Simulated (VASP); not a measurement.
An input for Quantum ESPRESSO's pw.x (written as the equivalent of a VASP run, and not itself run):

```
&CONTROL
  calculation = 'scf'
  pseudo_dir = './pseudo'
  outdir = './out'
  tprnfor = .true.
  tstress = .true.
/
&SYSTEM
  ibrav = 0
  nat = 3
  ntyp = 2
  ecutwfc = 86
  occupations = 'smearing'
  smearing = 'gaussian'
  degauss = 0.01999
  input_dft = 'pbe'
/
&ELECTRONS
  conv_thr = 7.3e-08
  electron_maxstep = 100
/
ATOMIC_SPECIES
  Sn 118.710 Sn.upf
  Se 78.971 Se.upf
CELL_PARAMETERS angstrom
     0.0000000    3.2060040    3.2060040
     3.2060040    0.0000000    3.2060040
     3.2060040    3.2060040    0.0000000
ATOMIC_POSITIONS crystal
  Sn   0.0000000  0.0000000  0.0000000
  Se   0.2500000  0.2500000  0.2500000
  Se   0.7500000  0.7500000  0.7500000
K_POINTS automatic
  8 8 8 0 0 0
```

Problem. Translate this input to VASP (INCAR, KPOINTS, POSCAR, choice of POTCAR).

Solution. One answer among several that fit: 
### KPOINTS
```
kpoints
0
G
 8 8 8
```

INCAR:
```
ALGO=Normal
EDIFF=1E-6
ENCUT=300
GGA=PE
ISIF=2
ISMEAR=0
LASPH=.TRUE.
LCHARG=.FALSE.
LMAXMIX=4
LREAL=.FALSE.
LWAVE=.FALSE.
NELM=100
PREC=Accurate
SIGMA=0.272
SYSTEM=SnSe2
```

File POSCAR:
```
SnSe2
4.5339740
  0.0000000000   0.7071068339   0.7071068339
  0.7071068339   0.0000000000   0.7071068339
  0.7071068339   0.7071068339   0.0000000000
Sn Se
1 2
Cartesian
  0.0000000000   0.0000000000   0.0000000000
  0.3535534169   0.3535534169   0.3535534169
  1.0606602508   1.0606602508   1.0606602508
```

POTCAR, in this order: Sn_d Se (PBE.64 set). Program: vasp_std.

Limits of the translation: the potentials are each code's own (VASP's PAW set, PseudoDojo norm-conserving files in pw.x), so ENCUT and ecutwfc are chosen apart and not converted; conv_thr bounds pw.x's estimated SCF error, while EDIFF bounds the energy change between steps.

The structure was generated: SnSe2 was put into an ordered model structure, which need not be its known phase. The cell was not relaxed at this level, and its volume differs by -5.9 % from the start's.
